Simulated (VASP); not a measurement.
# Quasiparticle energies of SiC (Moissanite 3C) in VASP

Aim: the quasiparticle gap of SiC (Moissanite 3C), and what it costs to get it. The cell is of the zinc-blende type, one of the forms listed for this formula. The start is a cell from a database of measured crystal structures.

Main program and level: VASP 6.6.1; PBE; plane waves and PAW (Si_GW, C_GW), in the first sound run; inputs show where later runs differ.

The experiments to compare with:

“Insight into the structural, elastic and electronic properties of a new orthorhombic 6O-SiC polytype” (2020, pmc:7200658) quotes from earlier work for SiC, cubic 3C zincblende (literature value): band gap (indirect gap) 2.4 eV [literature value; measurement temperature and method not stated].

### Step 1. Set-up

The structure is cubic, space group F-43m (No. 216). Conventional cell: a = 4.358 Å, b = 4.358 Å, c = 4.358 Å, α = 90.00°, β = 90.00°, γ = 90.00°. Nearest to Si lie 4 C at 1.89 Å. C has 4 Si at 1.89 Å nearest. Farther neighbours are not listed.

Coordinates:

```
Si C
1.0
     0.00000    2.17900    2.17900
     2.17900    0.00000    2.17900
     2.17900    2.17900    0.00000
Si C
1 1
Cartesian
  0.0000 0.0000 0.0000
  3.2685 3.2685 3.2685
```

### Step 2. Ground state

The orbitals come from a self-consistent PBE run with a tight EDIFF and a narrow smearing. KPOINTS_OPT adds the bands along a path, which shows whether the mesh holds the band edges.

Input file INCAR:

```
SYSTEM = SiC
PREC = Accurate
ENCUT = 440
EDIFF = 1E-08
NELM = 100
ISMEAR = 0
SIGMA = 0.01
LREAL = .FALSE.
ALGO = Normal
GGA = PE
NBANDS = 10
LORBIT = 11
LWAVE = .TRUE.
LCHARG = .FALSE.
KPAR = 8
```

Input file POSCAR:

```
SiC
1.0
    0.0000000000      2.1790000000      2.1790000000
    2.1790000000      0.0000000000      2.1790000000
    2.1790000000      2.1790000000      0.0000000000
Si C
1 1
Direct
    0.0000000000      0.0000000000      0.0000000000
    0.7500000000      0.7500000000      0.7500000000
```

Input file KPOINTS:

```
Automatic mesh
0
Gamma
4 4 4
0 0 0
```

Input file KPOINTS_OPT:

```
Line mode
12
Line-mode
Reciprocal
  0.00000000   0.00000000   0.00000000 GAMMA
  0.50000000   0.00000000   0.50000000 X

  0.50000000   0.00000000   0.50000000 X
  0.50000000   0.25000000   0.75000000 W

  0.50000000   0.25000000   0.75000000 W
  0.37500000   0.37500000   0.75000000 K

  0.37500000   0.37500000   0.75000000 K
  0.00000000   0.00000000   0.00000000 GAMMA

  0.00000000   0.00000000   0.00000000 GAMMA
  0.50000000   0.50000000   0.50000000 L

  0.50000000   0.50000000   0.50000000 L
  0.62500000   0.25000000   0.62500000 U

  0.62500000   0.25000000   0.62500000 U
  0.50000000   0.25000000   0.75000000 W

  0.50000000   0.25000000   0.75000000 W
  0.50000000   0.50000000   0.50000000 L

  0.50000000   0.50000000   0.50000000 L
  0.37500000   0.37500000   0.75000000 K

  0.62500000   0.25000000   0.62500000 U
  0.50000000   0.00000000   0.50000000 X
```

The projector-augmented-wave data sets are Si_GW and C_GW (PBE family, release 64).

Command:

```bash
> mpirun -np 8 vasp_std
```

The log of the run:

```text
[banner, memory and clock lines left out]
running    8 mpi-ranks, on    1 nodes
 distrk:  each k-point on    1 cores,    8 groups
 distr:  one band on    1 cores,    1 groups

 POSCAR found type information on POSCAR SiC
 POSCAR found :  2 types and       2 ions
|                                                                             |
|           W    W    AA    RRRRR   N    N  II  N    N   GGGG   !!!           |
|           W    W   A  A   R    R  NN   N  II  NN   N  G    G  !!!           |
|           W    W  A    A  R    R  N N  N  II  N N  N  G       !!!           |
|           W WW W  AAAAAA  RRRRR   N  N N  II  N  N N  G  GGG   !            |
|           WW  WW  A    A  R   R   N   NN  II  N   NN  G    G                |
|           W    W  A    A  R    R  N    N  II  N    N   GGGG   !!!           |
|                                                                             |
|     For optimal performance we recommend to set                             |
|       NCORE = 2 up to number-of-cores-per-socket                            |
|     NCORE specifies how many cores store one orbital (NPAR=cpu/NCORE).      |
|     This setting can greatly improve the performance of VASP for DFT.       |
|     The default, NCORE=1 might be grossly inefficient on modern             |
|     multi-core architectures or massively parallel machines. Do your        |
|     Unfortunately you need to use the default for GW and RPA                |
|     calculations (for HF NCORE is supported but not extensively tested      |
|     yet).                                                                   |
|                                                                             |

 LDA part: xc-table for (Slater+PW92), standard interpolation
 POSCAR, INCAR and KPOINTS ok, starting setup
 FFT: planning ... GRIDC
 FFT: planning ... GRID_SOFT
 FFT: planning ... GRID
 WAVECAR not read
 entering main loop
       N       E                     dE             d eps       ncg     rms          rms(c)
DAV:   1     0.730017190755E+00    0.73002E+00   -0.43488E+03   186   0.767E+02
DAV:   2    -0.164355494454E+02   -0.17166E+02   -0.15495E+02   244   0.121E+02
DAV:   3    -0.168521356136E+02   -0.41659E+00   -0.41591E+00   190   0.140E+01
DAV:   4    -0.168625347588E+02   -0.10399E-01   -0.10398E-01   220   0.288E+00
DAV:   5    -0.168626952656E+02   -0.16051E-03   -0.16050E-03   200   0.296E-01    0.709E+00
DAV:   6    -0.149954785811E+02    0.18672E+01   -0.67797E+00   224   0.165E+01    0.218E+00
DAV:   7    -0.149267921497E+02    0.68686E-01   -0.34446E-01   192   0.368E+00    0.117E+00
DAV:   8    -0.149173154205E+02    0.94767E-02   -0.25126E-02   212   0.158E+00    0.101E-01
DAV:   9    -0.149172176363E+02    0.97784E-04   -0.16174E-03   224   0.274E-01    0.428E-02
DAV:  10    -0.149173187550E+02   -0.10112E-03   -0.15745E-04   178   0.923E-02    0.154E-02
DAV:  11    -0.149173184927E+02    0.26230E-06   -0.39770E-05   196   0.471E-02    0.300E-03
DAV:  12    -0.149173190823E+02   -0.58966E-06   -0.12860E-06   190   0.109E-02    0.691E-04
DAV:  13    -0.149173191135E+02   -0.31186E-07   -0.40588E-08   208   0.188E-03    0.284E-04
DAV:  14    -0.149173191137E+02   -0.22010E-09   -0.10353E-08   128   0.820E-04
   1 F= -.14917319E+02 E0= -.14917319E+02  d E =-.878106E-50
 Start KPOINTS_OPT (optional k-point list driver)
k-point batch [1-8\120]
       N       E                     dE             ncg
DAV:   1     0.402551825849E+03   -0.37818E+03      178
DAV:   2     0.205564349462E+03   -0.19699E+03      248
DAV:   3     0.201718633911E+03   -0.38457E+01      200
DAV:   4     0.201634341765E+03   -0.84292E-01      204
DAV:   5     0.201632474526E+03   -0.18672E-02      218
DAV:   6     0.201632348795E+03   -0.12573E-03      230
DAV:   7     0.201632348218E+03   -0.57726E-06      212
DAV:   8     0.201632348212E+03   -0.61031E-08      198
[...]
k-point batch [113-120\120]
       N       E                     dE             ncg
DAV:   1     0.234363233604E+03   -0.25258E+04      196
DAV:   2     0.102441598209E+03   -0.13192E+03      248
DAV:   3     0.100588493646E+03   -0.18531E+01      240
DAV:   4     0.100572364154E+03   -0.16129E-01      208
DAV:   5     0.100572114386E+03   -0.24977E-03      260
DAV:   6     0.100572110085E+03   -0.43011E-05      228
DAV:   7     0.100572110080E+03   -0.54877E-08      218
 writing wavefunctions
```

Wall time 3.8 s (8 MPI ranks of Intel Xeon Platinum 8259CL at 2.50GHz (Skylake/Cascade Lake), shared host); peak memory 1 GiB; 22 s of CPU time.

The logs omit lines about the potential files and the build; timing stands in the text.

From OUTCAR (step 2):

```text
ion  position               nearest neighbor table
   1  0.000  0.000  0.000-   2 1.89   2 1.89   2 1.89   2 1.89
   2  0.750  0.750  0.750-   1 1.89   1 1.89   1 1.89   1 1.89

  LATTYP: Found a face centered cubic cell.
 ALAT       =     4.3580000000

 Subroutine GETGRP returns: Found 24 space group operations
 (whereof 24 operations were pure point group operations)

The static configuration has the point symmetry T_d .

 Found      8 irreducible k-points:

   k-points           NKPTS =      8   k-points in BZ     NKDIM =      8   number of bands    NBANDS=     10

   dimension x,y,z NGX =    24 NGY =   24 NGZ =   24
   dimension x,y,z NGXF=    48 NGYF=   48 NGZF=   48

   ENCUT  =  440.0 eV  32.34 Ry    5.69 a.u.   5.27  5.27  5.27*2*pi/ulx,y,z

   NELECT =       8.0000    total number of electrons

 k-points in reciprocal lattice and weights: Automatic mesh
   0.00000000  0.00000000  0.00000000       0.016
   0.25000000  0.00000000  0.00000000       0.125
   0.50000000  0.00000000  0.00000000       0.062
   0.25000000  0.25000000  0.00000000       0.094
   0.50000000  0.25000000  0.00000000       0.375
  -0.25000000  0.25000000  0.00000000       0.188
   0.50000000  0.50000000  0.00000000       0.047
  -0.25000000  0.50000000  0.25000000       0.094

 average (electrostatic) potential at core
       1 -64.1679       2 -45.0069

 E-fermi :   7.9364

 k-point     1 :       0.0000    0.0000    0.0000
  band No.  band energies     occupation
      1      -7.6052      2.00000
      2       7.8330      2.00000
      3       7.8330      2.00000
      4       7.8330      2.00000
      5      14.0455      0.00000
      6      15.0840      0.00000
      7      15.0840      0.00000
      8      15.0840      0.00000
      9      22.2754      0.00000
    ...

 k-point     2 :       0.2500    0.0000    0.0000
  band No.  band energies     occupation
      1      -6.4081      2.00000
      2       3.5166      2.00000
      3       7.2205      2.00000
      4       7.2205      2.00000
      5      13.7809      0.00000
      6      15.6876      0.00000
      7      15.6876      0.00000
      8      17.1678      0.00000
      9      20.8947      0.00000
    ...

 k-point     3 :       0.5000    0.0000    0.0000
  band No.  band energies     occupation
      1      -4.0289      2.00000
      2      -0.7434      2.00000
      3       6.7714      2.00000
      4       6.7715      2.00000
      5      13.2254      0.00000
      6      15.0043      0.00000
      7      15.0043      0.00000
      8      17.8614      0.00000
      9      24.0029      0.00000
    ...

  Total        0.3245919      0.3245919      0.3245919      0.0000000      0.0000000     -0.0000000
  in kB       25.1331289     25.1331289     25.1331289      0.0000000      0.0000000     -0.0000000
  external PRESSURE =      25.1331289 kB  Pullay stress =       0.0000000 kB

  energy-cutoff  :      440.00
  volume of cell :       20.69
      direct lattice vectors                 reciprocal lattice vectors
     0.000000000  2.179000000  2.179000000    -0.229463056  0.229463056  0.229463056
     2.179000000  0.000000000  2.179000000     0.229463056 -0.229463056  0.229463056
     2.179000000  2.179000000  0.000000000     0.229463056  0.229463056 -0.229463056

 POSITION                                       TOTAL-FORCE (eV/Angst)
 -----------------------------------------------------------------------------------
      0.00000      0.00000      0.00000        -0.000000      0.000000      0.000000
      3.26850      3.26850      3.26850         0.000000     -0.000000     -0.000000
 -----------------------------------------------------------------------------------
    total drift:                                0.000000      0.000000     -0.000000

  FREE ENERGIE OF THE ION-ELECTRON SYSTEM (eV)
  ---------------------------------------------------
  free  energy   TOTEN  =       -14.9173191137 eV

  energy  without entropy=      -14.9173191137  energy(sigma->0) =      -14.91731911

 total charge
# of ion       s       p       d       tot
------------------------------------------
    1        0.681   0.955   0.211   1.847
    2        0.805   1.695   0.000   2.501
--------------------------------------------------
tot          1.487   2.650   0.211   4.348

[... 3 further parts left out ...]
```

Numbers from this step:

```
free energy (TOTEN)               : -14.92 eV
Fermi energy                      : 7.936 eV
pressure                          : 2.513 GPa
least gap on mesh and path        : 1.305 eV
least direct gap on mesh and path : 4.514 eV
```

The highest empty bands on the path are converged less tightly, to about 0.1 eV. Electronic bands along the path, in eV, zero at the valence-band top; v1 is the highest filled band, c1 the lowest empty one:

| point | v3 | v2 | v1 | c1 | c2 | c3 | c4 |
| --- | --- | --- | --- | --- | --- | --- | --- |
| Γ | 0.00 | 0.00 | 0.00 | 6.21 | 7.25 | 7.25 | 7.25 |
| 0.55 of the way | -3.82 | -2.15 | -2.15 | 3.59 | 5.95 | 10.98 | 10.98 |
| X | -7.83 | -3.21 | -3.21 | 1.30 | 4.27 | 14.00 | 14.00 |
| 0.45 of the way | -7.58 | -3.97 | -3.97 | 2.77 | 5.70 | 12.21 | 13.56 |
| W | -7.06 | -5.02 | -4.72 | 5.18 | 9.39 | 9.43 | 9.73 |
| 0.45 of the way | -7.18 | -5.37 | -3.73 | 4.33 | 8.11 | 10.28 | 11.45 |
| K | -7.31 | -5.58 | -2.61 | 3.06 | 7.73 | 11.81 | 12.43 |
| 0.45 of the way | -4.94 | -3.35 | -0.70 | 6.43 | 8.04 | 8.37 | 9.18 |
| Γ | 0.00 | 0.00 | 0.00 | 6.21 | 7.25 | 7.25 | 7.25 |
| 0.45 of the way | -3.79 | -0.54 | -0.54 | 6.04 | 7.88 | 7.88 | 9.09 |
| L | -8.58 | -1.06 | -1.06 | 5.39 | 7.17 | 7.17 | 10.03 |
| 0.55 of the way | -7.94 | -3.72 | -1.83 | 4.53 | 8.31 | 9.19 | 11.05 |
| U | -7.31 | -5.58 | -2.61 | 3.06 | 7.73 | 11.81 | 12.43 |
| 0.55 of the way | -7.18 | -5.37 | -3.73 | 4.33 | 8.11 | 10.28 | 11.45 |
| W | -7.06 | -5.02 | -4.72 | 5.18 | 9.39 | 9.43 | 9.73 |
| 0.55 of the way | -7.98 | -3.42 | -2.07 | 5.28 | 7.09 | 9.70 | 11.05 |
| L | -8.58 | -1.06 | -1.06 | 5.39 | 7.17 | 7.17 | 10.03 |
| 0.55 of the way | -7.94 | -3.72 | -1.83 | 4.53 | 8.31 | 9.19 | 11.05 |
| K | -7.31 | -5.58 | -2.61 | 3.06 | 7.73 | 11.81 | 12.43 |
| jump to U | -7.31 | -5.58 | -2.61 | 3.06 | 7.73 | 11.81 | 12.43 |
| 0.55 of the way | -7.70 | -4.11 | -3.08 | 1.95 | 5.09 | 13.42 | 13.61 |
| X | -7.83 | -3.21 | -3.21 | 1.30 | 4.27 | 14.00 | 14.00 |

Of the projections kept (Si, C), the largest for each band there; the rest of the weight can lie on other orbitals:

```
point       v3      v2       v1       c1       c2       c3       c4
    Γ   C 0.74  C 0.74   C 0.74   C 0.78  Si 0.98  Si 0.98  Si 0.98
    X  Si 0.66  C 0.57   C 0.57  Si 0.69  Si 0.92  Si 0.54  Si 0.54
    W  Si 0.70  C 0.57  Si 0.54   C 0.63  Si 0.75  Si 0.52  Si 0.83
    K  Si 0.67  C 0.51   C 0.59  Si 0.69  Si 0.60  Si 0.62  Si 0.51
    Γ   C 0.74  C 0.74   C 0.74   C 0.78  Si 0.98  Si 0.98  Si 0.98
    L  Si 0.61  C 0.67   C 0.67  Si 0.64  Si 0.93  Si 0.93   C 0.81
```

The electronic bands as a text plot (rows in eV, shown from -8.0 to 7.3 only):

```
    6.9 |++ +       +         +++++      +++         +++++    +
    6.3 |++                  +   +++++
    5.7 |  + +              +         ++++++          ++++
    5.0 |   + ++   + ++    +                +    +++++    +    +
    4.4 |       +++    +  +                  +             +    +
    3.8 |    +      +                         + +           +
    3.1 |     +         ++                     +             +
    2.5 |      +   +                                          +
    1.8 |       + +                                            +
    1.2 |        +                                              +
    0.6 |
   -0.1 |*                     ******
   -0.7 | **                 ** *  * ****
   -1.3 |  **              **  **        ****          ****
   -2.0 |   **            *    *    *      * *       **    **
   -2.6 |     **        **    *      *        **      *   *  **
   -3.2 |       ***          *              *   *   **         **
   -3.9 |    *     *   *    * *                    *       *   *
   -4.5 |     *     ***    *                 *   ** *
   -5.1 |            ***  *  *        *       *  ***        * *
   -5.8 |      *        **  *          *       **            *
   -6.4 |       *          *
   -7.0 |           *******                   ******         *
   -7.7 |        ***                    *    *      **     ** ***
         Γ       X    W  K        Γ      L     U  W     L   K|U X
```

The cell has a gap of 1.30 eV on mesh and path and a pressure of +2.5 GPa, which holds the misfit of the given cell and coordinates with this functional, and any error of cutoff, mesh and data sets.

### Step 3. Empty bands

ALGO = Exact makes the empty bands from the converged ground state in one step. LOPTICS writes the k-derivatives of the orbitals (WAVEDER), which give the long-wavelength limit of the screening.

Input file INCAR:

```
SYSTEM = SiC
PREC = Accurate
ENCUT = 440
ISMEAR = 0
SIGMA = 0.01
LREAL = .FALSE.
GGA = PE
NBANDS = 40
ALGO = Exact
NELM = 1
LWAVE = .TRUE.
LCHARG = .FALSE.
LOPTICS = .TRUE.
NEDOS = 1000
CSHIFT = 0.1
```

POSCAR is that of step 2.

KPOINTS is that of step 2.

Command:

```bash
> mpirun -np 8 vasp_std
```

The log of the run:

```text
[banner, memory and clock lines left out]
running    8 mpi-ranks, on    1 nodes
 distrk:  each k-point on    8 cores,    1 groups
 distr:  one band on    1 cores,    8 groups

 POSCAR found type information on POSCAR SiC
 POSCAR found :  2 types and       2 ions
 [... a notice as in an earlier step ...]

 LDA part: xc-table for (Slater+PW92), standard interpolation
 found WAVECAR, reading the header
  number of bands has changed, file:    10 present:    40
  trying to continue reading WAVECAR, but it might fail
 POSCAR, INCAR and KPOINTS ok, starting setup
 FFT: planning ... GRIDC
 FFT: planning ... GRID_SOFT
 FFT: planning ... GRID
 reading WAVECAR
 random initialization beyond band           10
 the WAVECAR file was read successfully
 initial charge from wavefunction
 entering main loop
       N       E                     dE             d eps       ncg     rms          rms(c)
DIA:   1    -0.149173191153E+02   -0.14917E+02    0.00000E+00     0   0.000E+00
   1 F= -.14917319E+02 E0= -.14917319E+02  d E =-.855918E-28
 writing wavefunctions
 optical routines
 imaginary and real dielectric function
 recalculating local potential from charge density
 direction            1
 direction            2
 direction            3
```

Run time: 2.8 s. Hardware: 8 MPI ranks; peak memory 0.86 GiB; 12 s of CPU time.

OUTCAR, selected parts (step 3):

```text
The static configuration has the point symmetry T_d .

 Found      8 irreducible k-points:

   k-points           NKPTS =      8   k-points in BZ     NKDIM =      8   number of bands    NBANDS=     40

   NELECT =       8.0000    total number of electrons

 E-fermi :   7.9081

 k-point     2 :       0.2500    0.0000    0.0000
  band No.  band energies     occupation
      1      -6.4081      2.00000
      2       3.5166      2.00000
      3       7.2205      2.00000
      4       7.2205      2.00000
      5      13.7808      0.00000
      6      15.6876      0.00000
      7      15.6876      0.00000
      8      17.1678      0.00000
      9      20.8947      0.00000
    ...

 k-point     3 :       0.5000    0.0000    0.0000
  band No.  band energies     occupation
      1      -4.0289      2.00000
      2      -0.7434      2.00000
      3       6.7714      2.00000
      4       6.7714      2.00000
      5      13.2254      0.00000
      6      15.0043      0.00000
      7      15.0043      0.00000
      8      17.8614      0.00000
      9      24.0029      0.00000
    ...

  Total        0.3246099      0.3246099      0.3246099      0.0000000     -0.0000000      0.0000000
  in kB       25.1345211     25.1345211     25.1345211      0.0000000     -0.0000000      0.0000000
  external PRESSURE =      25.1345211 kB  Pullay stress =       0.0000000 kB

 POSITION                                       TOTAL-FORCE (eV/Angst)
 -----------------------------------------------------------------------------------
      0.00000      0.00000      0.00000        -0.000000     -0.000000     -0.000000
      3.26850      3.26850      3.26850         0.000000      0.000000      0.000000
 -----------------------------------------------------------------------------------
    total drift:                                0.000000      0.000000     -0.000000

  FREE ENERGIE OF THE ION-ELECTRON SYSTEM (eV)
  ---------------------------------------------------
  free  energy   TOTEN  =       -14.9173191153 eV

  energy  without entropy=      -14.9173191153  energy(sigma->0) =      -14.91731912

 plasma frequency squared (from intraband transitions) (eV^2)
  --------------------------------------------------------------------------------------
       0.000       0.000       0.000
      -0.000       0.000       0.000
      -0.000      -0.000       0.000

[... 11 parts as in an earlier step ...]

[... 1 further part left out ...]
```

The gap is read on the k-mesh alone, so it is an upper bound where the band edges lie off the mesh.

A gap read on the k-mesh alone can miss the band edges.

This step gave:

```
gap on the k-mesh              : 1.305 eV
least direct gap on the k-mesh : 4.514 eV
```

WAVECAR now holds 40 bands for 8 electrons. Its independent-particle dielectric tensor has xx, yy, zz = 9.7, 9.7, 9.7 on this mesh, which isn't tested for convergence in mesh or bands and lacks local fields.

(Continued in part 2 of 4.)

[Lines on the potential files, build, host, timing and source positions are cut from VASP's logs without a mark.]

[Logs are printed without paths, hosts, clocks, repeated set-up lines and the standing remarks that a program may print on its own settings, such as how far it seeks lower states.]

[Hosts, paths, dates, database ids (printed as entryN), source tags and the programs' standing remarks are cut or masked in the printed files.]

[Pressures printed for these runs are not shown converged in the cutoff: they can be off by several GPa and have the wrong sign.]
